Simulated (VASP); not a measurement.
Consider the following.

```
CELL_PARAMETERS angstrom
      2.96716     0.00000     0.00000
     -1.48358     2.56964     0.00000
      0.00000     0.00000     4.86612
ATOMIC_POSITIONS crystal
  Si 0.33333 0.66667 0.99962
  Si 0.66667 0.33333 0.49962
  C  0.33333 0.66667 0.37538
  C  0.66667 0.33333 0.87538
```

The numbers are results of PBEsol GGA, VASP's PBE PAW potentials (set 64) (plane waves; VASP 6.6.1), not measurements. Run with 620 eV cut-off, 9×9×5 Γ-centred mesh, Gaussian smearing of 0.050 eV, potentials Si C.

**Question.** Predict the energy per atom (σ→0), pressure, band gap (on the k-mesh) with the smallest direct gap where there is one.

**Answer.** 
- band gap (on the k-mesh) = 1.91 eV
- smallest direct gap (on the k-mesh) = 4.10 eV
- energy per atom (σ→0) = -758.6 kJ/mol of atoms
- pressure = 30.05 GPa

The absolute energy has meaning only against runs of the same code, potentials and settings.

The structure was generated: SiC was put into the wurtzite type (P6_3mc), which need not be its known phase. It was relaxed first under an external pressure of 30 GPa.
